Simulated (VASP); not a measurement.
NiMoIrPdW:

```xyz
5
Lattice="2.3446 -1.4314 0.0091 2.3446 1.4314 0.0091 -2.2060 0.0000 10.9237" Properties=species:S:1:pos:R:3 pbc="T T T"
Ni    1.6857    0.0000    3.2343
Mo   -0.5221    0.0000    9.9690
Pd    0.0775    0.0000    5.3638
Ir    3.2778    0.0000    1.1936
W     1.6891    0.0000    7.5942
```

The cell was built by a generator and needn't be a form met in nature.

Base run:

| Quantity | Value |
| --- | --- |
| Program | VASP 6.6.1 |
| Functional | PBE |
| Potentials or basis | VASP PAW PBE potentials, release 64 (Ni, Mo_sv, Pd, Ir, W_sv) |
| Cutoff | 520 eV |
| k mesh | 11 × 11 × 3 |
| Occupations | fermi-dirac, width 0.05 eV |
| Spin | collinear spin, ferromagnetic start |
| Starting moments | [1.0, 1.0, 0.0, 0.6, 0.0] μB |

Its results: band gap on the k mesh none (metal or under the smearing width); pressure 0.3 GPa; net moment 0.00 μB per cell; largest force 0.087 eV/Å.

**Question.** The run is repeated on the same cell with these changes: dispersion from none to TS. What comes out?

**Answer.** Band gap on the k mesh none (metal or under the smearing width); pressure -10.9 GPa; net moment 0.00 μB per cell; largest force 0.116 eV/Å.

Dispersion adds attraction, which lowers the pressure at fixed volume.

Caveats: atom-pairwise D2, TS and ULG terms overbind metals (some runs); pairwise dispersion overbinds metals, which lowers pressure and volume (some runs).

Not every run made on this cell is shown here.
